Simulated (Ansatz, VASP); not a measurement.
**SnGe2P2 in VASP and in Ansatz**

```xyz
5
Lattice="-2.3994 2.3994 4.3347 2.3994 -2.3994 4.3347 2.3994 2.3994 -4.3347" Properties=species:S:1:pos:R:3 pbc="T T T"
Sn    0.0000    0.0000    0.0000
Ge    0.0000    0.0000    3.0362
Ge    0.0000    0.0000    5.6331
P     0.0000    2.3994    2.1673
P     2.3994    0.0000    2.1673
```

Change from the starting cell: species swapped into the EuCo2As2 type (I4/mmm, No. 139).

Alike in both runs: functional PBE; k mesh 6 × 6 × 6; occupations gaussian, width 0.1 eV; no spin polarisation.

Ansatz relaxed the structure, and its values are those at the end. VASP's run is a single point on that final structure, the one shown.

|  | VASP | Ansatz |
| --- | --- | --- |
| version | VASP 6.6.1 | Ansatz 0.2.0 |
| potentials or method | VASP PAW PBE potentials, release 64 (Sn_d, Ge_d, P) | scalar-relativistic, plane waves, PAW |
| plane-wave cutoff (eV) | 520 | 420 |
| valence electrons in the cell | 52 | 52 |

```tsv
	VASP	Ansatz	Ansatz less VASP
gap on the k mesh at the Fermi level (eV)	none	none	-
pressure (GPa)	0.1	0.2	+0.10
```

A gap of «none» marks a metal or a gap that the smearing closes. The functional is the same, so the differences come from potentials, cutoffs and numerics.
